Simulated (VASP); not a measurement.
Here is the system:

```yaml
crystal:
  lattice:
    - [0.00000, 2.47688, 2.47688]
    - [2.47688, 0.00000, 2.47688]
    - [2.47688, 2.47688, 0.00000]
  atoms:
    - { symbol: Gd, position: [0.00000, 0.00000, 0.00000] }
    - { symbol: N, position: [0.50000, 0.50000, 0.50000] }
```

All values below come from r2SCAN+rVV10, VASP's PBE PAW potentials (set 64) (plane waves; VASP). Settings: 520 eV cut-off, 10×10×10 Γ-centred mesh, tetrahedra with Blöchl corrections, potentials Gd_3 N.

The 4f electrons are frozen in the core of the lanthanide potential, so 4f levels, which can set the real gap, and their magnetism are missing.

Problem. Give the energies of bands 5 to 10 at the high-symmetry points, in eV from the valence-band maximum.

Solution. 
```
band     Γ      X      U      L      W
----  ----  -----  -----  -----  -----
5     0.00  -1.11  -2.12  -4.12  -2.26
6     0.00  -0.26  -1.33  -2.43  -1.28
7     0.00  -0.26  -1.28  -2.43  -1.28
8     3.39   0.28   2.66   5.85   4.31
9     3.39   5.83   5.84   6.12   4.31
10    3.39   7.63   6.80   7.00   5.84
```

The gap is indirect, 0.28 eV, from the valence maximum at Γ to the conduction minimum at X.

The compound is GdN in the rock salt structure. It was relaxed first.
